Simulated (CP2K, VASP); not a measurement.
Input for VASP

POSCAR:
```
LaBi2ClO4
9.333190
  0.4273887063   0.0000000000   0.0000000000
  0.0000000000   0.4273887063   0.0000000000
  0.0000000000   0.0000000000   1.0000000000
La Bi Cl O
1 2 1 4
Cartesian
  0.0000000000   0.0000000000   0.0000000000
  0.2136943532   0.2136943532   0.2783800000
  0.2136943532   0.2136943532   0.7216200000
  0.0000000000   0.0000000000   0.5000000000
  0.0000000000   0.2136943532   0.1616600000
  0.0000000000   0.2136943532   0.8383400000
  0.2136943532   0.0000000000   0.1616600000
  0.2136943532   0.0000000000   0.8383400000
```

### INCAR
```
SYSTEM  =  LaBi2ClO4
PREC  =  Accurate; ENCUT  =  400; LREAL  =  .False.
LASPH  =  .True.
EDIFF  =  1E-6; NELM  =  100; ALGO  =  Normal
LMAXMIX  =  6
ISMEAR  =  -1; SIGMA  =  0.02
ISIF  =  2
LWAVE  =  .False.; LCHARG  =  .False.
```

**KPOINTS**
```
Automatic mesh
0
G
  1 1 1
```

POTCAR, in this order: La Bi_d Cl O (LDA.64 set). Program: vasp_std.

Problem. Write an input for CP2K that does the same calculation.

Solution. One input that does it (LDA (Pade form), GPW, DZVP-MOLOPT-SR-GTH basis, GTH-PADE potentials (GTH_POTENTIALS)):
```
&GLOBAL
  PROJECT labi2clo4
  RUN_TYPE ENERGY_FORCE
  PRINT_LEVEL MEDIUM
&END GLOBAL
&FORCE_EVAL
  METHOD Quickstep
  STRESS_TENSOR ANALYTICAL
  &DFT
    BASIS_SET_FILE_NAME BASIS_MOLOPT
    BASIS_SET_FILE_NAME BASIS_MOLOPT_UCL
    POTENTIAL_FILE_NAME GTH_POTENTIALS
    &QS
      METHOD GPW
      EPS_DEFAULT 1E-10
    &END QS
    &MGRID
      CUTOFF 500
      REL_CUTOFF 50
      NGRIDS 5
    &END MGRID
    &SCF
      SCF_GUESS ATOMIC
      EPS_SCF 1E-7
      MAX_SCF 100
      ADDED_MOS 9
      &DIAGONALIZATION
        ALGORITHM STANDARD
      &END DIAGONALIZATION
      &MIXING
        METHOD BROYDEN_MIXING
        ALPHA 0.2
        NBUFFER 8
        BETA 1.5
      &END MIXING
      &SMEAR ON
        METHOD FERMI_DIRAC
        ELECTRONIC_TEMPERATURE [K] 232.09
      &END SMEAR
    &END SCF
    &XC
      &XC_FUNCTIONAL PADE
      &END XC_FUNCTIONAL
    &END XC
    &PRINT
      &MO
        EIGENVALUES T
        OCCUPATION_NUMBERS T
        NDIGITS 8
        FILENAME mo
        &EACH
          QS_SCF 0
        &END EACH
        ADD_LAST NUMERIC
      &END MO
      &MULLIKEN ON
      &END MULLIKEN
    &END PRINT
  &END DFT
  &SUBSYS
    &CELL
      A 3.98890000 0.00000000 0.00000000
      B 0.00000000 3.98890000 0.00000000
      C 0.00000000 0.00000000 9.33319000
      PERIODIC XYZ
    &END CELL
    &COORD
      SCALED
      La       0.00000000     0.00000000     0.00000000
      Bi       0.50000000     0.50000000     0.27838000
      Bi       0.50000000     0.50000000     0.72162000
      Cl       0.00000000     0.00000000     0.50000000
      O        0.00000000     0.50000000     0.16166000
      O        0.00000000     0.50000000     0.83834000
      O        0.50000000     0.00000000     0.16166000
      O        0.50000000     0.00000000     0.83834000
    &END COORD
    &KIND La
      BASIS_SET DZVP-MOLOPT-SR-GTH-q11
      POTENTIAL GTH-PADE-q11
    &END KIND
    &KIND Bi
      BASIS_SET DZVP-MOLOPT-SR-GTH-q5
      POTENTIAL GTH-PADE-q5
    &END KIND
    &KIND Cl
      BASIS_SET DZVP-MOLOPT-SR-GTH-q7
      POTENTIAL GTH-PADE-q7
    &END KIND
    &KIND O
      BASIS_SET DZVP-MOLOPT-SR-GTH-q6
      POTENTIAL GTH-PADE-q6
    &END KIND
  &END SUBSYS
  &PRINT
    &FORCES ON
    &END FORCES
    &STRESS_TENSOR ON
    &END STRESS_TENSOR
  &END PRINT
&END FORCE_EVAL
```
Both are inputs of real runs that ended normally. What can't carry over is the choice of potentials or basis and its cut-off, and each code's defaults.

VASP's LDA is the Perdew-Zunger fit; the other code's may be Perdew-Wang, which differs slightly.

The structure comes from a computed database's LaBi2ClO4 entry (P4/mmm); how it stands against other phases isn't given here. The cell was not relaxed at this level, and it may have been scaled.
